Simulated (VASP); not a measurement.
Method: PBEsol GGA, VASP's PBE PAW potentials (set 64) (plane waves; VASP 6.6.1).

A VASP calculation is set up with these files.

File POSCAR:
```
WS2
1.0
  1.5741990119   0.9088641489   6.3512987437
 -1.5741990119   0.9088641489   6.3512987437
  0.0000000000  -1.8177282978   6.3512987437
W S
1 2
Direct
  0.0006896789   0.0006896789   0.0006896789
  0.2517593971   0.2517593971   0.2517593971
  0.4162509241   0.4162509241   0.4162509241
```

**INCAR**
```
SYSTEM  =  WS2
PREC  =  Accurate; ENCUT  =  400; LREAL  =  .False.
LASPH  =  .True.; ICHARG  =  11
EDIFF  =  1E-7; NELM  =  100; ALGO  =  Normal
LMAXMIX  =  6
ISMEAR  =  0; SIGMA  =  0.05
GGA  =  PS
LWAVE  =  .False.; LCHARG  =  .False.; LORBIT  =  11
```

KPOINTS:
```
k-points along high-symmetry lines
12
Line-mode
Reciprocal
  0.000000   0.000000   0.000000 ! GAMMA
  0.500000   0.500000   0.500000 ! T

  0.500000   0.500000   0.500000 ! T
  0.818748   0.181252   0.500000 ! H_2

  0.500000  -0.181252   0.181252 ! H_0
  0.500000   0.000000   0.000000 ! L

  0.500000   0.000000   0.000000 ! L
  0.000000   0.000000   0.000000 ! GAMMA

  0.000000   0.000000   0.000000 ! GAMMA
  0.340626  -0.340626   0.000000 ! S_0

  0.659374   0.000000   0.340626 ! S_2
  0.500000   0.000000   0.500000 ! F

  0.500000   0.000000   0.500000 ! F
  0.000000   0.000000   0.000000 ! GAMMA
```

POTCAR, in this order: W_sv S (PBE.64 set). Program: vasp_std. Read from the step before: CHGCAR.

The run wrote:

File OUTCAR:
```
 ion  position               nearest neighbor table
   1  0.001  0.001  0.001-   3 2.40   3 2.40   3 2.40   2 2.40   2 2.40   2 2.40
   2  0.252  0.252  0.252-   1 2.40   1 2.40   1 2.40
   3  0.416  0.416  0.416-   1 2.40   1 2.40   1 2.40
  LATTYP: Found a trigonal (rhomboedric) cell.
 ALAT       =     6.6062948997
 COS(alpha) =     0.8864379160
 Subroutine PRICEL returns:
 Original cell was already a primitive cell.
 Subroutine GETGRP returns: Found  6 space group operations
The static configuration has the point symmetry C_3v.
The dynamic configuration has the point symmetry C_3v.
 Subroutine INISYM returns: Found  6 space group operations
   k-points           NKPTS =     84   k-points in BZ     NKDIM =     84   number of bands    NBANDS=     17
   number of dos      NEDOS =    301   number of ions     NIONS =      3
   total plane-waves  NPLWV = 110592
   dimension x,y,z NGX =    48 NGY =   48 NGZ =   48
   dimension x,y,z NGXF=    96 NGYF=   96 NGZF=   96
   ions per type =               1   2
   PREC   = accura    normal or accurate (medium, high low for compatibility)
   ISTART =      0    job   : 0-new  1-cont  2-samecut
   ICHARG =     11    charge: 1-file 2-atom 10-const
   ISPIN  =      1    spin polarized calculation?
   LNONCOLLINEAR =      F non collinear calculations
   LSORBIT =      F    spin-orbit coupling
   INIWAV =      1    electr: 0-lowe 1-rand  2-diag
   ENCUT  =  400.0 eV  29.40 Ry    5.42 a.u.  10.77 10.77 10.77*2*pi/ulx,y,z
   NELM   =    100;   NELMIN=  2; NELMDL= -5     # of ELM steps
   EDIFF  = 0.1E-06   stopping-criterion for ELM
   LREAL  =      F    real-space projection
   NLSPLINE    = F    spline interpolate recip. space projectors
   LMAXMIX     =    6 max onsite mixed and CHGCAR
   VOSKOWN=      0    Vosko Wilk Nusair interpolation
   EDIFFG = 0.1E-05   stopping-criterion for IOM
   NSW    =      0    number of steps for IOM
   NBLOCK =      1;   KBLOCK =      1    inner block; outer block
   IBRION =     -1    ionic relax: 0-MD 1-quasi-New 2-CG
   NFREE  =      0    steps in history (QN), initial steepest desc. (CG)
   ISIF   =      2    stress and relaxation
   ISYM   =      2    0-nonsym 1-usesym 2-fastsym
   TEIN   =    0.0    initial temperature
   TEBEG  =    0.0;   TEEND  =   0.0 temperature during run
   SMASS  =  -3.00    Nose mass-parameter (am)
   PSTRESS=    0.0 pullay stress
   NELECT =      26.0000    total number of electrons
   EFERMI =   0.00;   METHOD = LEGACY
   ISMEAR =     0;   SIGMA  =   0.05  broadening in eV -4-tet -1-fermi 0-gaus
   IALGO  =     38    algorithm
   LDIAG  =      T    sub-space diagonalisation (order eigenvalues)
   IMIX   =      4    mixing-type and parameters
     AMIX     =   0.40;   BMIX     =  1.00
     AMIX_MAG =   1.60;   BMIX_MAG =  1.00
     AMIN     =   0.10
   GGA     = PS    functional components
   VOSKOWN =     0    Vosko Wilk Nusair interpolation
   LHFCALC =     F    Hartree Fock is set to
   LHFONE  =     F    Hartree Fock one center treatment
   AEXX    =    0.0000 exact exchange contribution
   IVDW    =     0    specifies the selected vdW correction
   LEPSILON=     F    determine dielectric tensor
   LRPA    =     F    only Hartree local field effects (RPA)
  energy-cutoff  :      400.00
  volume of cell :       54.52
      direct lattice vectors                 reciprocal lattice vectors
     1.574199012  0.908864149  6.351298744     0.317621848  0.183379075  0.052482704
    -1.574199012  0.908864149  6.351298744    -0.317621848  0.183379075  0.052482704
     0.000000000 -1.817728298  6.351298744     0.000000000 -0.366758149  0.052482704
 k-point     1 :   0.0000 0.0000 0.0000  plane waves:     969
 k-point     2 :   0.0455 0.0455 0.0455  plane waves:     975
 k-point     3 :   0.0909 0.0909 0.0909  plane waves:     978
 k-point     4 :   0.1364 0.1364 0.1364  plane waves:     978
 k-point     5 :   0.1818 0.1818 0.1818  plane waves:     981
 k-point     6 :   0.2273 0.2273 0.2273  plane waves:     978
 k-point     7 :   0.2727 0.2727 0.2727  plane waves:     987
 k-point     8 :   0.3182 0.3182 0.3182  plane waves:     993
...
```

**OSZICAR**
```
       N       E                     dE             d eps       ncg     rms          rms(c)
DAV:   1     0.173706195762E+03    0.17371E+03   -0.11749E+04  2888   0.127E+03
DAV:   2    -0.161290029254E+02   -0.18984E+03   -0.18604E+03  3643   0.341E+02
DAV:   3    -0.236196004673E+02   -0.74906E+01   -0.74309E+01  3651   0.658E+01
DAV:   4    -0.237353994265E+02   -0.11580E+00   -0.11547E+00  3607   0.856E+00
DAV:   5    -0.237376584531E+02   -0.22590E-02   -0.22587E-02  3689   0.123E+00
DAV:   6    -0.237377216585E+02   -0.63205E-04   -0.63204E-04  3721   0.207E-01
DAV:   7    -0.237377243902E+02   -0.27317E-05   -0.27317E-05  3780   0.401E-02
DAV:   8    -0.237377245270E+02   -0.13685E-06   -0.13681E-06  3715   0.879E-03
DAV:   9    -0.237377245336E+02   -0.65279E-08   -0.65405E-08  2861   0.196E-03
   1 F= -.23737725E+02 E0= -.23737725E+02  d E =-.313426E-37
```

### OUTCAR
```
 val. band max:        6.9581750365   @ k =   0.5000   0.5000   0.5000

 cond. band min:       8.1096228384   @ k =   0.1858  -0.1858   0.0000



 k-point     1 :       0.0000    0.0000    0.0000
  band No.  band energies     occupation
      1     -67.4791      2.00000
      2     -31.7557      2.00000
      3     -31.5622      2.00000
      4     -31.5622      2.00000
      5      -8.5424      2.00000
      6      -6.6245      2.00000
      7      -0.5162      2.00000
      8       3.5811      2.00000
      9       3.5811      2.00000
     10       4.8424      2.00000
     11       4.8424      2.00000
     12       5.3003      2.00000
     13       5.8265      2.00000
     14       9.3704      0.00000
     15       9.3704      0.00000
     16       9.6298      0.00000
     17       9.6298      0.00000

 k-point     2 :       0.0455    0.0455    0.0455
  band No.  band energies     occupation
      1     -67.4791      2.00000
      2     -31.7557      2.00000
      3     -31.5622      2.00000
      4     -31.5622      2.00000
      5      -8.5397      2.00000
      6      -6.6305      2.00000
      7      -0.5026      2.00000
      8       3.5809      2.00000
      9       3.5809      2.00000
     10       4.8428      2.00000
     11       4.8428      2.00000
     12       5.2014      2.00000
     13       5.9119      2.00000
     14       9.3714      0.00000
     15       9.3714      0.00000
     16       9.6282      0.00000
     17       9.6282      0.00000

 k-point     3 :       0.0909    0.0909    0.0909
  band No.  band energies     occupation
      1     -67.4791      2.00000
      2     -31.7557      2.00000
      3     -31.5622      2.00000
      4     -31.5622      2.00000
      5      -8.5315      2.00000
      6      -6.6482      2.00000
      7      -0.4625      2.00000
      8       3.5802      2.00000
      9       3.5802      2.00000
     10       4.8441      2.00000
     11       4.8441      2.00000
     12       4.9947      2.00000
...
```

The density is held fixed in this step, so its total energy and stress have no physical meaning. Without a dispersion term in the relaxation, distances and binding between the weakly bound layers, chains or molecules are unreliable, and so is what depends on them. Unless said otherwise, spin-orbit coupling is left out, though it shifts the bands of the heavy elements here.

The structure comes from a measured WS2 entry (R3m) of the Crystallography Open Database, whose conditions weren't checked. It was relaxed first.
